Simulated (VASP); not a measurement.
These are PBEsol GGA, VASP's PBE PAW potentials (set 64) (plane waves; VASP 6.6.1) values and carry that method's errors.

A VASP calculation is set up with these files.

**INCAR**
```
# general
SYSTEM  = HgTe
PREC    = Accurate
ENCUT   = 400
LREAL   = .FALSE.
LASPH   = .TRUE.

# electronic loop
EDIFF   = 1E-6
NELM    = 100
ALGO    = Normal
LMAXMIX = 6

# smearing
ISMEAR  = 1
SIGMA   = 0.1

# functional
GGA     = PS

# ions
IBRION  = 2
NSW     = 60
ISIF    = 3
EDIFFG  = -0.01

# output
LWAVE   = .FALSE.
LCHARG  = .FALSE.
```

KPOINTS:
```
Automatic mesh
0
Gamma
9 9 9
0 0 0
```

### POSCAR
```
HgTe
1.0
  3.7111408559   0.0000000000   0.0000000000
  0.0000000000   3.7111408559   0.0000000000
  0.0000000000   0.0000000000   3.7111408559
Hg Te
1 1
Cartesian
  0.0000000000   0.0000000000   0.0000000000
  1.8555704280   1.8555704280   1.8555704280
```

POTCAR, in this order: Hg Te (PBE.64 set). Program: vasp_std.

What VASP printed:

File OSZICAR:
```
       N       E                     dE             d eps       ncg     rms          rms(c)
DAV:   1     0.873355682943E+02    0.87336E+02   -0.73300E+03   958   0.998E+02
DAV:   2    -0.843130923367E+00   -0.88179E+02   -0.83709E+02  1045   0.247E+02
DAV:   3    -0.378674956371E+01   -0.29436E+01   -0.28950E+01  1050   0.463E+01
DAV:   4    -0.380602715420E+01   -0.19278E-01   -0.19272E-01  1028   0.370E+00
DAV:   5    -0.380631773020E+01   -0.29058E-03   -0.29057E-03  1090   0.436E-01    0.834E+00
DAV:   6    -0.368809820240E+01    0.11822E+00   -0.32304E-01  1030   0.819E+00    0.600E+00
DAV:   7    -0.368440577749E+01    0.36924E-02   -0.37172E-02   980   0.162E+00    0.178E+00
DAV:   8    -0.368349310114E+01    0.91268E-03   -0.23871E-03   980   0.630E-01    0.297E-01
DAV:   9    -0.368346805013E+01    0.25051E-04   -0.20954E-04  1070   0.169E-01    0.384E-02
DAV:  10    -0.368347717862E+01   -0.91285E-05   -0.18568E-05  1000   0.447E-02    0.207E-02
DAV:  11    -0.368348024291E+01   -0.30643E-05   -0.23552E-06   727   0.197E-02    0.575E-03
DAV:  12    -0.368348018453E+01    0.58385E-07   -0.35918E-07   535   0.791E-03
   1 F= -.36834802E+01 E0= -.36830310E+01  d E =-.368348E+01
       N       E                     dE             d eps       ncg     rms          rms(c)
DAV:   1    -0.369355889692E+01   -0.10079E-01   -0.20754E-01   990   0.565E+00    0.753E-01
DAV:   2    -0.368477930912E+01    0.87796E-02   -0.23616E-02   935   0.229E+00    0.254E-01
DAV:   3    -0.368389154135E+01    0.88777E-03   -0.20286E-03  1000   0.462E-01    0.228E-01
DAV:   4    -0.368375729733E+01    0.13424E-03   -0.21535E-04   965   0.101E-01    0.802E-02
DAV:   5    -0.368374853413E+01    0.87632E-05   -0.18573E-05   990   0.540E-02    0.572E-02
DAV:   6    -0.368374726264E+01    0.12715E-05   -0.53921E-06   985   0.246E-02    0.140E-02
DAV:   7    -0.368374691466E+01    0.34798E-06   -0.12016E-06   515   0.155E-02
   2 F= -.36837469E+01 E0= -.36832529E+01  d E =-.266730E-03
       N       E                     dE             d eps       ncg     rms          rms(c)
DAV:   1    -0.368456125940E+01   -0.81400E-03   -0.16209E-02   985   0.157E+00    0.204E-01
DAV:   2    -0.368386909335E+01    0.69217E-03   -0.18797E-03   935   0.651E-01    0.687E-02
DAV:   3    -0.368380168219E+01    0.67411E-04   -0.15930E-04   980   0.128E-01    0.613E-02
DAV:   4    -0.368379367206E+01    0.80101E-05   -0.16493E-05   955   0.279E-02    0.219E-02
DAV:   5    -0.368379343462E+01    0.23744E-06   -0.13944E-06   586   0.156E-02
   3 F= -.36837934E+01 E0= -.36833120E+01  d E =-.313250E-03
```

### OUTCAR
```
------------------------ aborting loop because EDIFF is reached ----------------------------------------
  FORCE on cell =-STRESS in cart. coord.  units (eV):
  Direction    XX          YY          ZZ          XY          YZ          ZX
  --------------------------------------------------------------------------------------
  Total       -0.0004288     -0.0004288     -0.0004288     -0.0000000      0.0000000      0.0000000
  in kB       -0.0133654     -0.0133654     -0.0133654     -0.0000000      0.0000000      0.0000000
  external PRESSURE =      -0.0133654 kB  Pullay stress =       0.0000000 kB
  volume of cell :       51.41
      direct lattice vectors                 reciprocal lattice vectors
     3.718241625 -0.000000000 -0.000000000     0.268944329  0.000000000 -0.000000000
    -0.000000000  3.718241625 -0.000000000     0.000000000  0.268944329 -0.000000000
     0.000000000  0.000000000  3.718241625     0.000000000  0.000000000  0.268944329
 POSITION                                       TOTAL-FORCE (eV/Angst)
 -----------------------------------------------------------------------------------
      0.00000      0.00000      0.00000         0.000000      0.000000      0.000000
      1.85912      1.85912      1.85912        -0.000000      0.000000      0.000000
 -----------------------------------------------------------------------------------
    total drift:                               -0.000000      0.000000      0.000000
  FREE ENERGIE OF THE ION-ELECTRON SYSTEM (eV)
  ---------------------------------------------------
  free  energy   TOTEN  =        -3.6837934346 eV

  energy  without entropy=       -3.6823489813  energy(sigma->0) =       -3.68331195

 reached required accuracy - stopping structural energy minimisation
```
(Selected blocks of OUTCAR.)

CONTCAR:
```
HgTe
   1.00000000000000
     3.7182416245885492   -0.0000000000000000   -0.0000000000000000
    -0.0000000000000000    3.7182416245885492   -0.0000000000000000
     0.0000000000000000    0.0000000000000000    3.7182416245885492
  Hg              Te
     1     1
Direct
     0.0000000000000000    0.0000000000000000    0.0000000000000000
     0.5000000000000000    0.5000000000000000    0.5000000000000000
```

The structure was generated: HgTe was put into the CsCl type type (Pm-3m), which need not be its known phase. This run relaxes it. Symmetry was kept, so distortions that lower it aren't found. The start is the result of an earlier pass.
